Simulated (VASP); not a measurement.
```
BiSi62
1.0
   10.93707     0.00000     0.00000
    0.00000    10.93707     0.00000
    0.00000     0.00000    10.93707
Si Bi
62 1
Direct
  0.50000   0.00000   0.00000
  0.62500   0.12500   0.12500
  0.75000   0.25000   0.00000
  0.87500   0.37500   0.12500
  0.75000   0.00000   0.25000
  0.87500   0.12500   0.37500
  0.00000   0.00000   0.00000
  0.12500   0.12500   0.12500
  0.25000   0.25000   0.00000
  0.37500   0.37500   0.12500
  0.50000   0.50000   0.00000
  0.62500   0.62500   0.12500
  0.75000   0.75000   0.00000
  0.87500   0.87500   0.12500
  0.25000   0.00000   0.25000
  0.37500   0.12500   0.37500
  0.50113   0.24730   0.25341
  0.74867   0.50043   0.24592
  0.87500   0.62500   0.37500
  0.50000   0.00000   0.50000
  0.62500   0.12500   0.62500
  0.75057   0.25343   0.49563
  0.87500   0.37500   0.62500
  0.75000   0.00000   0.75000
  0.87500   0.12500   0.87500
  0.00000   0.50000   0.00000
  0.12500   0.62500   0.12500
  0.25000   0.75000   0.00000
  0.37500   0.87500   0.12500
  0.00000   0.25000   0.25000
  0.12500   0.37500   0.37500
  0.25000   0.50000   0.25000
  0.37500   0.62500   0.37500
  0.50000   0.75000   0.25000
  0.62500   0.87500   0.37500
  0.00000   0.00000   0.50000
  0.12500   0.12500   0.62500
  0.25000   0.25000   0.50000
  0.37500   0.37500   0.62500
  0.62500   0.62500   0.62500
  0.75000   0.75000   0.50000
  0.87500   0.87500   0.62500
  0.25000   0.00000   0.75000
  0.37500   0.12500   0.87500
  0.50000   0.25000   0.75000
  0.62500   0.37500   0.87500
  0.75000   0.50000   0.75000
  0.87500   0.62500   0.87500
  0.00000   0.75000   0.25000
  0.12500   0.87500   0.37500
  0.00000   0.50000   0.50000
  0.12500   0.62500   0.62500
  0.25000   0.75000   0.50000
  0.37500   0.87500   0.62500
  0.00000   0.25000   0.75000
  0.12500   0.37500   0.87500
  0.25000   0.50000   0.75000
  0.37500   0.62500   0.87500
  0.50000   0.75000   0.75000
  0.62500   0.87500   0.87500
  0.00000   0.75000   0.75000
  0.12500   0.87500   0.87500
  0.49794   0.49908   0.49649
```
Cell charge -1.

The numbers are results of PBE GGA, VASP's PBE PAW potentials (set 64) (plane waves; VASP), not measurements. Numerical set-up: PREC = Normal, LREAL = Auto, ISYM = 0, NELECT = 254.0, EDIFF = 1E-5, 400 eV cut-off, 1×1×1 Γ-centred mesh, Gaussian smearing of 0.050 eV, potentials Si Bi.

The cell is charged, with a uniform compensating background. The supercell is sampled at Γ alone, which is coarse: total energies, pressure and levels can be off, energies of defects by several tenths of an eV.

Task: The ions are relaxed. Which structure does the run end with?

Result: 
```
BiSi62
1.0
   10.93707     0.00000     0.00000
    0.00000    10.93707     0.00000
    0.00000     0.00000    10.93707
Si Bi
62 1
Direct
  0.50003   0.00064   0.00026
  0.62096   0.12894   0.12882
  0.74738   0.25260   0.00350
  0.87108   0.37902   0.12877
  0.74745   0.00370   0.25258
  0.87029   0.12968   0.37924
  0.99917   0.00079   0.00071
  0.12155   0.12690   0.12692
  0.24758   0.25027   0.00031
  0.37216   0.37636   0.12437
  0.49906   0.50086   0.00081
  0.62357   0.62780   0.12436
  0.74966   0.75241   0.00028
  0.87299   0.87842   0.12690
  0.24791   0.00018   0.24982
  0.37207   0.12443   0.37633
  0.49074   0.25158   0.25148
  0.74851   0.50928   0.25143
  0.87555   0.62800   0.37627
  0.49914   0.00090   0.50082
  0.62362   0.12433   0.62792
  0.74742   0.25256   0.50952
  0.87564   0.37636   0.62791
  0.75015   0.00011   0.75210
  0.87298   0.12699   0.87835
  0.99933   0.49996   0.00026
  0.12259   0.62647   0.12396
  0.24998   0.75002   0.99889
  0.37355   0.87738   0.12395
  0.99629   0.25254   0.25258
  0.12379   0.37612   0.37602
  0.24684   0.50100   0.24877
  0.37443   0.62552   0.36668
  0.49897   0.75315   0.24879
  0.62389   0.87622   0.37603
  0.99912   0.00083   0.49958
  0.12251   0.12400   0.62649
  0.24678   0.24885   0.50094
  0.37503   0.36656   0.62486
  0.63335   0.62499   0.62491
  0.75112   0.75320   0.50095
  0.87600   0.87744   0.62648
  0.25007   0.99889   0.74992
  0.37311   0.12439   0.87749
  0.49900   0.24876   0.75313
  0.62388   0.37607   0.87616
  0.75119   0.50100   0.75312
  0.87556   0.62687   0.87750
  0.99978   0.75215   0.24978
  0.12467   0.87527   0.37542
  0.99904   0.50087   0.50078
  0.12636   0.62443   0.62419
  0.25229   0.74763   0.49804
  0.37558   0.87359   0.62423
  0.99985   0.24987   0.75207
  0.12497   0.37585   0.87480
  0.25285   0.49821   0.74694
  0.37547   0.62443   0.87350
  0.50171   0.74718   0.74696
  0.62413   0.87504   0.87480
  0.00110   0.74993   0.74993
  0.12437   0.87562   0.87558
  0.55811   0.44186   0.44218
```
Cell charge -1.

Task: How much energy does the relaxation gain?

Result: The energy (σ→0) changes by -35.6 meV/atom, in 31 ionic steps.

The cell is a supercell with a defect, built from Si (diamond): Bi_Si-vac_Si, charge -1. The run is not spin-polarised, so no state with unpaired spins was tried.
